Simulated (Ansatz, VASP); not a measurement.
# Cross-check of W2S2N (W2NS2 MXene bilayer, AA) between VASP and Ansatz, part 2 of 2

One calculation is typed for both programs; each brings its own data sets. How far apart do they land? The structure shown is the start of the Ansatz relaxation below; VASP solves that cell, so the two are compared at the walk's first step.

VASP 6.6.1 and Ansatz 0.2.0.

So far: Starting point; Ansatz: relaxation, LDA.

**3. VASP: single point, LDA, start cell**

Level of this step: LDA, zero-moment start; plane waves and PAW (S, W, N) (VASP).

The same cell, functional (in two slightly different forms), mesh and smearing now go to VASP, with its own data sets.

Lines of VASP's logs that name or quote its potential files are left out, and so is its time.

INCAR reads:

```
SYSTEM = W2S2N
PREC = Accurate
ENCUT = 520
EDIFF = 1E-06
NELM = 200
ISMEAR = -1
SIGMA = 0.05
LREAL = .FALSE.
ALGO = Normal
GGA = CA
NBANDS = 44
ISPIN = 2
MAGMOM = -0 -0 -0 -0 0 0 0 0 0 0
LASPH = .TRUE.
LMAXMIX = 4
LORBIT = 11
LWAVE = .FALSE.
LCHARG = .FALSE.
ISIF = 2
LDIPOL = .TRUE.
IDIPOL = 3
DIPOL = 0.5 0.5 0.5
LVHAR = .TRUE.
GGA_COMPAT = .FALSE.
NELMDL = -8
KPAR = 2
```

POSCAR reads:

```
W2S2N
1.0
    3.0539080000      0.0000000000      0.0000000000
   -1.5269540000      2.6447620000      0.0000000000
    0.0000000000      0.0000000000     60.9544190000
S W N
4 4 2
Direct
    0.3333333964      0.6666667927      0.3773311333
    0.6666666036      0.3333332073      0.4753914560
    0.3333333964      0.6666667927      0.5246085604
    0.6666666036      0.3333332073      0.6226688667
    0.6666666036      0.3333332073      0.4065925721
    0.3333333964      0.6666667927      0.4461300173
    0.6666666036      0.3333332073      0.5538699992
    0.3333333964      0.6666667927      0.5934074279
    0.0000000000      0.0000000000      0.4263612947
    0.0000000000      0.0000000000      0.5736387217
```

KPOINTS reads:

```
Automatic mesh
0
Gamma
12 12 1
0 0 0
```

Potentials, in the order of the species: S, W and N (LDA family, release 64).

Started as:

```sh
$ mpirun -np 2 vasp_std
```

Numbers of over 12 decimals in the logs are rounded to 6 here.

The log of the run:

```text
[banner, memory and clock lines left out]
running    2 mpi-ranks, on    1 nodes
 distrk:  each k-point on    1 cores,    2 groups
 distr:  one band on    1 cores,    1 groups

 POSCAR found type information on POSCAR S W N
 POSCAR found :  3 types and      10 ions
 LDA part: xc-table for (Slater(with rela. corr.)+CA(PZ))
 , standard interpolation
|                                                                             |
|           W    W    AA    RRRRR   N    N  II  N    N   GGGG   !!!           |
|           W    W   A  A   R    R  NN   N  II  NN   N  G    G  !!!           |
|           W    W  A    A  R    R  N N  N  II  N N  N  G       !!!           |
|           W WW W  AAAAAA  RRRRR   N  N N  II  N  N N  G  GGG   !            |
|           WW  WW  A    A  R   R   N   NN  II  N   NN  G    G                |
|           W    W  A    A  R    R  N    N  II  N    N   GGGG   !!!           |
|                                                                             |
|     One of the lattice vectors is very long (>50 A), but AMIN is rather     |
|     large. This can spoil convergence since charge sloshing might occur     |
|     along the long lattice vector. If problems with convergence are         |
|     observed, try to decrease AMIN to a smaller value (e.g. 0.01).          |
|     Note: This warning only applies if the self-consistency cycle is        |
|     used.                                                                   |
|                                                                             |

 POSCAR, INCAR and KPOINTS ok, starting setup
 FFT: planning ... GRIDC
 FFT: planning ... GRID_SOFT
 FFT: planning ... GRID
 WAVECAR not read
 entering main loop
       N       E                     dE             d eps       ncg     rms          rms(c)
DAV:   1     0.446370930288E+03    0.44637E+03   -0.21210E+04  3464   0.101E+03
DAV:   2    -0.368431250474E+02   -0.48321E+03   -0.45694E+03  4940   0.228E+02
DAV:   3    -0.102437920741E+03   -0.65595E+02   -0.63852E+02  4144   0.903E+01
DAV:   4    -0.105103740752E+03   -0.26658E+01   -0.26075E+01  4636   0.195E+01
DAV:   5    -0.105186676709E+03   -0.82936E-01   -0.82228E-01  4620   0.343E+00
DAV:   6    -0.105189478502E+03   -0.28018E-02   -0.27967E-02  4640   0.645E-01
DAV:   7    -0.105189612440E+03   -0.13394E-03   -0.13389E-03  4752   0.132E-01
DAV:   8    -0.105189618418E+03   -0.59780E-05   -0.59769E-05  4560   0.260E-02    0.597E+01
DAV:   9    -0.974140725949E+02    0.77755E+01   -0.38318E+01  4376   0.259E+01    0.233E+01
DAV:  10    -0.974109396382E+02    0.31330E-02   -0.11648E+01  4344   0.164E+01    0.163E+01
DAV:  11    -0.976241484187E+02   -0.21321E+00   -0.11758E+01  4992   0.135E+01    0.580E+00
DAV:  12    -0.974404082896E+02    0.18374E+00   -0.14275E+01  5100   0.150E+01    0.485E+00
DAV:  13    -0.961580114691E+02    0.12824E+01   -0.45135E+00  4872   0.814E+00    0.900E-01
DAV:  14    -0.961675963451E+02   -0.95849E-02   -0.29429E-01  4160   0.202E+00    0.706E-01
[...]
DAV:  25    -0.961670875254E+02   -0.23392E-04   -0.56471E-07  2656   0.295E-03    0.370E-03
DAV:  26    -0.961671099174E+02   -0.22392E-04   -0.69338E-07  2816   0.215E-03    0.240E-03
DAV:  27    -0.961671206524E+02   -0.10735E-04   -0.15053E-07  2348   0.125E-03    0.209E-03
DAV:  28    -0.961671290126E+02   -0.83603E-05   -0.19622E-07  2344   0.111E-03    0.102E-03
DAV:  29    -0.961671373241E+02   -0.83115E-05   -0.27118E-07  2512   0.107E-03    0.124E-03
DAV:  30    -0.961671408662E+02   -0.35421E-05   -0.10612E-07  2280   0.894E-04    0.104E-03
DAV:  31    -0.961671429340E+02   -0.20678E-05   -0.66573E-08  2060   0.729E-04    0.669E-04
DAV:  32    -0.961671437661E+02   -0.83213E-06   -0.31073E-08  2216   0.461E-04
   1 F= -.96167144E+02 E0= -.96140566E+02  d E =-.531558E-01  mag=    -0.0000
```

OUTCAR, selected parts (step 3):

```text
ion  position               nearest neighbor table
   1  0.333  0.667  0.377-   5 2.51   5 2.51   5 2.51
   2  0.667  0.333  0.475-   6 2.51   6 2.51   6 2.51
   3  0.333  0.667  0.525-   7 2.51   7 2.51   7 2.51
   4  0.667  0.333  0.623-   8 2.51   8 2.51   8 2.51
   5  0.667  0.333  0.407-   9 2.14   9 2.14   9 2.14   1 2.51   1 2.51   1 2.51   6 2.99   6 2.99
                             6 2.99
   6  0.333  0.667  0.446-   9 2.14   9 2.14   9 2.14   2 2.51   2 2.51   2 2.51   5 2.99   5 2.99
                             5 2.99
   7  0.667  0.333  0.554-  10 2.14  10 2.14  10 2.14   3 2.51   3 2.51   3 2.51   8 2.99   8 2.99
                             8 2.99
   8  0.333  0.667  0.593-  10 2.14  10 2.14  10 2.14   4 2.51   4 2.51   4 2.51   7 2.99   7 2.99
                             7 2.99
   9  0.000  0.000  0.426-   5 2.14   6 2.14   6 2.14   5 2.14   5 2.14   6 2.14
  10  0.000  0.000  0.574-   8 2.14   8 2.14   8 2.14   7 2.14   7 2.14   7 2.14

  LATTYP: Found a hexagonal cell.
 ALAT       =     3.0539080000
 C/A-ratio  =    19.9594810977

 Subroutine GETGRP returns: Found 12 space group operations
 (whereof 12 operations were pure point group operations)

The static configuration has the point symmetry D_3d.

 Found     19 irreducible k-points:

   k-points           NKPTS =     19   k-points in BZ     NKDIM =     19   number of bands    NBANDS=     44

   dimension x,y,z NGX =    24 NGY =   24 NGZ =  480
   dimension x,y,z NGXF=    48 NGYF=   48 NGZF=  960

   ENCUT  =  520.0 eV  38.22 Ry    6.18 a.u.   5.68  5.68113.33*2*pi/ulx,y,z

   NELECT =      58.0000    total number of electrons

 k-points in reciprocal lattice and weights: Automatic mesh
   0.00000000  0.00000000  0.00000000       0.007
   0.08333333  0.00000000  0.00000000       0.042
   0.16666667  0.00000000  0.00000000       0.042
   0.25000000  0.00000000  0.00000000       0.042
   0.33333333 -0.00000000  0.00000000       0.042
   0.41666667  0.00000000  0.00000000       0.042
   0.50000000  0.00000000  0.00000000       0.021
   0.08333333  0.08333333  0.00000000       0.042
   0.16666667  0.08333333  0.00000000       0.083
[...]
0.33333333  0.25000000  0.00000000       0.083
   0.33333333  0.33333333  0.00000000       0.014

 dipolmoment           0.000000      0.000000     -0.000017 electrons x Angstroem

 average (electrostatic) potential at core
       1 -93.8979       2 -93.9297       3 -93.9297       4 -93.8983       5 -48.5684
       6 -48.5713       7 -48.5715       8 -48.5687       9 -72.1962      10 -72.1965

 E-fermi :  -1.3310

 spin component 1
 k-point     1 :       0.0000    0.0000    0.0000
  band No.  band energies     occupation
    ...
     28      -1.6410      0.99797
     29      -1.6166      0.99671
     30      -1.6166      0.99671
     31      -1.4206      0.85717
     32      -1.3571      0.62757
     33      -1.0938      0.00863
     34      -1.0938      0.00863
     35      -1.0754      0.00599
     36      -1.0754      0.00599
     37       0.6847      0.00000
    ...

 k-point     2 :       0.0833    0.0000    0.0000
  band No.  band energies     occupation
    ...
     27      -1.7567      0.99980
     28      -1.7294      0.99965
     29      -1.4389      0.89649
     30      -1.3886      0.75990
     31      -1.3572      0.62798
     32      -1.3234      0.46231
     33      -0.9973      0.00126
     34      -0.9959      0.00123
     35      -0.8917      0.00015
     36      -0.8590      0.00008
    ...

 k-point     3 :       0.1667    0.0000    0.0000
  band No.  band energies     occupation
    ...
     26      -3.4652      1.00000
     27      -2.2886      1.00000
     28      -2.0979      1.00000
     29      -1.6492      0.99828
     30      -1.6031      0.99569
     31      -1.3256      0.47326
     32      -1.2997      0.34864
     33      -0.6516      0.00000
     34      -0.4548      0.00000
     35      -0.2965      0.00000
    ...

 k-point     4 :       0.2500    0.0000    0.0000
  band No.  band energies     occupation
    ...
     28      -1.9491      1.00000
     29      -1.5935      0.99479
     30      -1.5685      0.99143
     31      -1.5062      0.97081
     32      -1.4838      0.95504
     33      -0.6224      0.00000
     34      -0.3025      0.00000
     35       0.1935      0.00000
     36       0.2508      0.00000
     37       0.6754      0.00000
    ...

 k-point     5 :       0.3333   -0.0000    0.0000
  band No.  band energies     occupation
    ...
     25      -3.1536      1.00000
     26      -3.0882      1.00000
     27      -1.9756      1.00000
     28      -1.9125      0.99999
     29      -1.3448      0.56862
     30      -1.1263      0.01639
     31      -0.9508      0.00050
     32      -0.9424      0.00042
     33      -0.2122      0.00000
     34       0.0872      0.00000
    ...

 k-point     6 :       0.4167    0.0000    0.0000
  band No.  band energies     occupation
    ...
     24      -3.8474      1.00000
     25      -3.1844      1.00000
     26      -3.1071      1.00000
     27      -2.0736      1.00000
     28      -2.0374      1.00000
     29      -0.5030      0.00000
     30      -0.3366      0.00000
     31      -0.2118      0.00000
     32      -0.2019      0.00000
     33       0.3341      0.00000
    ...

  Total       -3.7337176     -3.7337179    -12.1455738      0.0000000      0.0000000      0.0000000
  in kB      -12.1507842    -12.1507851    -39.5258190      0.0000000      0.0000000      0.0000000
  external PRESSURE =     -21.2757961 kB  Pullay stress =       0.0000000 kB

  energy-cutoff  :      520.00
  volume of cell :      492.32
      direct lattice vectors                 reciprocal lattice vectors
     3.053908000  0.000000000  0.000000000     0.327449288  0.189052928  0.000000000
    -1.526954000  2.644762000  0.000000000     0.000000000  0.378105856  0.000000000
     0.000000000  0.000000000 60.954419000     0.000000000  0.000000000  0.016405701

 POSITION                                       TOTAL-FORCE (eV/Angst)
 -----------------------------------------------------------------------------------
      0.00000      1.76317     23.00000         0.000000      0.000000      2.240555
      1.52695      0.88159     28.97721        -0.000000     -0.000000     -2.176458
      0.00000      1.76317     31.97721         0.000000      0.000000      2.176458
      1.52695      0.88159     37.95442        -0.000000     -0.000000     -2.240555
      1.52695      0.88159     24.78361        -0.000000     -0.000000     -3.085382
      0.00000      1.76317     27.19360        -0.000000      0.000000      3.074514
      1.52695      0.88159     33.76082         0.000000     -0.000000     -3.074514
      0.00000      1.76317     36.17080         0.000000      0.000000      3.085382
      0.00000      0.00000     25.98861        -0.000000      0.000000      0.003560
      0.00000      0.00000     34.96581        -0.000000      0.000000     -0.003560
 -----------------------------------------------------------------------------------
    total drift:                                0.000000     -0.000000     -0.002498

  FREE ENERGIE OF THE ION-ELECTRON SYSTEM (eV)
  ---------------------------------------------------
  free  energy   TOTEN  =       -96.1671437661 eV

  energy  without entropy=      -96.1139879619  energy(sigma->0) =      -96.14056586

 vacuum level on the upper side and lower side of the slab         3.774         3.775

 total charge
# of ion       s       p       d       tot
------------------------------------------
    1        1.371   2.280   0.000   3.651
    2        1.374   2.273   0.000   3.647
    3        1.374   2.273   0.000   3.647
    4        1.371   2.280   0.000   3.651
    5        0.532   0.678   4.300   5.509
    6        0.532   0.677   4.300   5.510
    7        0.532   0.677   4.300   5.510
    8        0.532   0.678   4.300   5.509
    9        1.219   2.513   0.000   3.732
   10        1.219   2.513   0.000   3.732
--------------------------------------------------
tot         10.056  16.842  17.201  44.099

 magnetization (x)
# of ion       s       p       d       tot
------------------------------------------
    1        0.000  -0.000   0.000  -0.000
    2        0.000   0.000   0.000   0.000
    3        0.000   0.000   0.000   0.000
    4        0.000  -0.000   0.000  -0.000
    5       -0.000  -0.000  -0.000  -0.000
    6       -0.000  -0.000  -0.000  -0.000
    7       -0.000  -0.000  -0.000  -0.000
    8       -0.000  -0.000  -0.000  -0.000
    9       -0.000  -0.000   0.000  -0.000
   10       -0.000  -0.000   0.000  -0.000
--------------------------------------------------
tot         -0.000  -0.000  -0.000  -0.000

[... 3 further parts left out ...]
```

This run allows spin, but its moments start at zero, where symmetry between the spins tends to hold them, although W can carry a moment. The data set W keeps the semicore shell frozen, which is cheaper and a little less accurate.

**4. Differences**

Known differences besides the potentials themselves: the two LDA forms differ slightly; Ansatz cuts the interaction across the vacuum, VASP repeats the sheet with a dipole correction; the data sets hold 90 valence electrons in Ansatz (on its default PAW (the set named soft_2) files) and 58 in VASP; the cutoff is 420 eV in Ansatz and 520 eV in VASP; VASP's log shows a relativistic correction to its local exchange, Ansatz's none. Total energies have different zeros and are not compared.

Forces (eV/Å; atoms numbered as in POSCAR):

```
atom        Ansatz x, y, z          VASP x, y, z
  S1   0.000, 0.000, 2.241   0.000, 0.000, 2.241
  S2  0.000, 0.000, -2.179  0.000, 0.000, -2.176
  S3   0.000, 0.000, 2.179   0.000, 0.000, 2.176
  S4  0.000, 0.000, -2.241  0.000, 0.000, -2.241
  W5  0.000, 0.000, -3.026  0.000, 0.000, -3.085
  W6   0.000, 0.000, 3.015   0.000, 0.000, 3.075
  W7  0.000, 0.000, -3.015  0.000, 0.000, -3.075
  W8   0.000, 0.000, 3.026   0.000, 0.000, 3.085
  N9   0.000, 0.000, 0.004   0.000, 0.000, 0.004
 N10  0.000, 0.000, -0.004  0.000, 0.000, -0.004
```

The forces differ by 22 meV/Å r.m.s., which is 1.6 % of the r.m.s. force of 1.384 eV/Å (both taken over all components). Moments aren't recorded for both runs of this pair, so they may hold unlike magnetic states. With vacuum in the cell, a pressure given here is an average over mostly empty space and none of the material.

**5. Summary of results**

- r.m.s. force difference (single point, LDA, start cell): 1.6 % of the r.m.s. force

The r.m.s. force difference is 1.6 % of the r.m.s. force (single point, LDA, start cell), within the 3 % picked in this series as the mark of a large difference. The data sets hold unlike numbers of valence electrons (90 in Ansatz and 58 in VASP), so part of the differences comes from the potentials. 1 further run of this series is not shown here. Such differences can come from data sets, numerical settings and the points named under the comparisons, not from the functional's error against experiment.

[Lines on the potential files, build, host, timing and source positions are cut from VASP's logs without a mark.]

[Logs are printed without paths, hosts, clocks, repeated set-up lines and the standing remarks that a program may print on its own settings, such as how far it seeks lower states.]

[Hosts, paths, dates, database ids (printed as entryN), source tags and the programs' standing remarks are cut or masked in the printed files.]
